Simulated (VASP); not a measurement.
## Ga4PN3: band structure with PBEsol

Crystal: Ga4PN3.

```xyz
8
Lattice="-2.3682 2.3682 0.0000 -2.3811 -4.7493 2.3583 2.3836 2.3836 4.7370" Properties=species:S:1:pos:R:3 pbc="T T T"
Ga   -0.1594   -0.1594    0.1583
Ga   -2.2709    0.0973    2.4968
Ga   -2.3300   -2.3300    4.6828
Ga    0.0232    0.0232    4.4517
N    -1.1885    1.1797    1.2848
N    -1.1780   -1.1780    3.5389
N     1.2064    1.2064    3.4550
P    -1.1948    1.1734    5.9495
```

The cell comes from a database or a generator and needn't be the stable form of this composition.

- Program: VASP 6.6.1
- Task: band structure
- Functional: PBEsol
- Potentials or basis: VASP PAW PBE potentials, release 64 (Ga_d, N, P)
- Cutoff: 520 eV
- k mesh: 3 × 3 × 2
- Occupations: gaussian, width 0.02 eV
- Spin: no spin polarisation
- Further INCAR settings: ALGO = Normal; EDIFF = 1e-06

| Quantity | Value |
| --- | --- |
| Band gap along the path | none (metal or under the smearing width) |

Levels at the corners of the path, in eV from the Fermi level:
| point | band 33 | band 34 | band 35 | band 36 | band 37 | band 38 | band 39 | band 40 |
| --- | --- | --- | --- | --- | --- | --- | --- | --- |
| Γ | -2.32 | -1.39 | -0.98 | -0.30 | 0.00 | 1.66 | 3.09 | 4.07 |
| Y | -2.36 | -2.19 | -1.16 | -0.01 | 0.81 | 1.48 | 1.62 | 3.28 |
| Y | -2.36 | -2.19 | -1.16 | -0.01 | 0.81 | 1.48 | 1.62 | 3.28 |
| F | -2.58 | -2.52 | -1.74 | -0.22 | 1.67 | 1.96 | 2.37 | 4.42 |
| F | -2.58 | -2.52 | -1.74 | -0.22 | 1.67 | 1.96 | 2.37 | 4.42 |
| L | -3.09 | -2.64 | -2.46 | -0.19 | 2.03 | 2.32 | 2.97 | 3.86 |
| L | -3.09 | -2.64 | -2.46 | -0.19 | 2.03 | 2.32 | 2.97 | 3.86 |
| I | -3.63 | -2.96 | -2.62 | -1.93 | 1.62 | 1.76 | 2.44 | 3.51 |
| I1 | -3.63 | -2.96 | -2.62 | -1.93 | 1.62 | 1.76 | 2.44 | 3.51 |
| Z | -2.74 | -2.54 | -1.86 | -0.37 | 2.12 | 2.25 | 3.34 | 3.80 |
| Z | -2.74 | -2.54 | -1.86 | -0.37 | 2.12 | 2.25 | 3.34 | 3.80 |
| F1 | -2.58 | -2.52 | -1.74 | -0.22 | 1.67 | 1.96 | 2.37 | 4.42 |
| Y | -2.36 | -2.19 | -1.16 | -0.01 | 0.81 | 1.48 | 1.62 | 3.28 |
| X1 | -3.58 | -2.92 | -2.56 | -2.31 | 2.54 | 2.91 | 3.65 | 4.12 |
| X | -3.58 | -2.92 | -2.56 | -2.31 | 2.54 | 2.91 | 3.65 | 4.12 |
| Γ | -2.32 | -1.39 | -0.98 | -0.30 | 0.00 | 1.66 | 3.09 | 4.07 |
| Γ | -2.32 | -1.39 | -0.98 | -0.30 | 0.00 | 1.66 | 3.09 | 4.07 |
| N | -3.59 | -2.78 | -2.19 | -1.86 | 1.00 | 1.91 | 2.67 | 3.28 |
| M | -3.93 | -3.74 | -3.28 | -2.24 | 2.78 | 3.45 | 3.80 | 3.96 |
| Γ | -2.32 | -1.39 | -0.98 | -0.30 | 0.00 | 1.66 | 3.09 | 4.07 |

It took 6.3 min on 2 MPI ranks on AMD EPYC 7R13 Processor (Zen 3), on a shared host, peak memory 0.73 GiB a rank.

Caveat: the k mesh is coarse (spacing up to 0.65 Å⁻¹), so the values aren't converged; the log is that of the step along the path at fixed density, whose energy, stress, charges and moments have no meaning.
